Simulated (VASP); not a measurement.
An input for Quantum ESPRESSO's pw.x (written as the equivalent of a VASP run, and not itself run):

```
&CONTROL
  calculation = 'vc-relax'
  pseudo_dir = './pseudo'
  outdir = './out'
  tprnfor = .true.
  tstress = .true.
  nstep = 60
  forc_conv_thr = 0.00078
/
&SYSTEM
  ibrav = 0
  nat = 6
  ntyp = 2
  ecutwfc = 82.3
  occupations = 'smearing'
  smearing = 'gaussian'
  degauss = 0.003675
  input_dft = 'pbesol'
/
&ELECTRONS
  conv_thr = 7.3e-08
  electron_maxstep = 100
/
&IONS
/
&CELL
/
ATOMIC_SPECIES
  Hg 200.592 Hg.upf
  Te 127.600 Te.upf
CELL_PARAMETERS angstrom
     4.5419566   -0.0000000   -0.0000000
    -2.2709783    3.9334499   -0.0000000
    -0.0000000    0.0000000   10.1239725
ATOMIC_POSITIONS crystal
  Hg   0.6491108  0.6491108  0.0000000
  Hg   0.3508892  0.0000000  0.6666670
  Hg   0.0000000  0.3508892  0.3333330
  Te   0.5407641  0.5407641  0.5000000
  Te   0.4592359  0.0000000  0.1666670
  Te   1.0000000  0.4592359  0.8333330
K_POINTS automatic
  5 5 2 0 0 0
```

Question: Translate this input to VASP (INCAR, KPOINTS, POSCAR, choice of POTCAR).

Answer: One answer among several that fit: 
### KPOINTS
```
Automatic mesh
0
Gamma
5 5 2
0 0 0
```

**INCAR**
```
GGA = PS   # PBEsol
LMAXMIX = 6
SYSTEM = HgTe
ENCUT = 400
ISIF = 3
PREC = Accurate
LREAL = .FALSE.   # projection in real space or not
EDIFFG = -0.02   # ionic stop
LASPH = .TRUE.   # aspherical one-centre terms
ISMEAR = 0
EDIFF = 1E-6
LCHARG = .FALSE.
NELM = 100
SIGMA = 0.05
LWAVE = .FALSE.
NSW = 60   # most ionic steps
ALGO = Normal
IBRION = 2
```

### POSCAR
```
HgTe
1
    4.5419565709    -0.0000000000    -0.0000000000
   -2.2709782855     3.9334499244    -0.0000000000
   -0.0000000000     0.0000000000    10.1239724718
Hg Te
3 3
Direct
  0.6491107675   0.6491107675   0.0000000000
  0.3508892325   0.0000000000   0.6666670000
  0.0000000000   0.3508892325   0.3333330000
  0.5407640832   0.5407640832   0.5000000000
  0.4592359168   0.0000000000   0.1666670000
  1.0000000000   0.4592359168   0.8333330000
```

POTCAR, in this order: Hg Te (PBE.64 set). Program: vasp_std.

What does not carry over: the potentials are each code's own (VASP's PAW set, PseudoDojo norm-conserving files in pw.x), so ENCUT and ecutwfc are chosen apart and not converted; conv_thr bounds pw.x's estimated SCF error, while EDIFF bounds the energy change between steps; forc_conv_thr acts on force components and is met together with etot_conv_thr.

The structure comes from a computed database's HgTe entry (P3_221); how it stands against other phases isn't given here. This run relaxes it. Symmetry was kept, so distortions that lower it aren't found. The start is the result of an earlier pass.
